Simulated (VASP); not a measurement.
```xyz
6
Lattice="4.4745 0.0000 0.0000 0.0000 4.4745 0.0000 0.0000 0.0000 2.9425" Properties=species:S:1:pos:R:3 pbc="T T T"
Cr     0.0000     0.0000     0.0000
Cr     2.2372     2.2372     1.4713
O      1.3593     1.3593     0.0000
O      3.5965     0.8779     1.4713
O      0.8779     3.5965     1.4713
O      3.1152     3.1152     0.0000
```
Starting moments (μB, in the order of the record's atoms Cr Cr O O O O): 2.5 2.5 0.0 0.0 0.0 0.0.

All values below come from revPBE GGA, VASP's PBE PAW potentials (set 64) (plane waves; VASP 6.6.1). Settings: 520 eV cut-off, 6×6×9 Γ-centred mesh, first-order Methfessel-Paxton smearing of 0.10 eV, potentials Cr_pv O.

The moments were started parallel, and other spin orders were not tried in this run.

Question: Predict the cell moment, energy per atom (σ→0), band gap (on the k-mesh) with the smallest direct gap where there is one.

Answer: 
```
Item                                                        Result
------------------------  ----------------------------------------
band gap (on the k-mesh)  none (metal, semimetal or under 0.01 eV)
cell moment                                                4.00 μB
energy per atom (σ→0)                               -8.022 eV/atom
```

Question: Give the moment on each site (PAW-sphere projection).

Answer: 
```tsv
site	moment (μB)
Cr1	2.14
Cr2	2.14
O3	-0.10
O4	-0.10
O5	-0.10
O6	-0.10
```

Only differences to runs with the same potentials and settings are physical.

The compound is CrO2 in the rutile structure. It was relaxed first. The start is the result of an earlier pass.
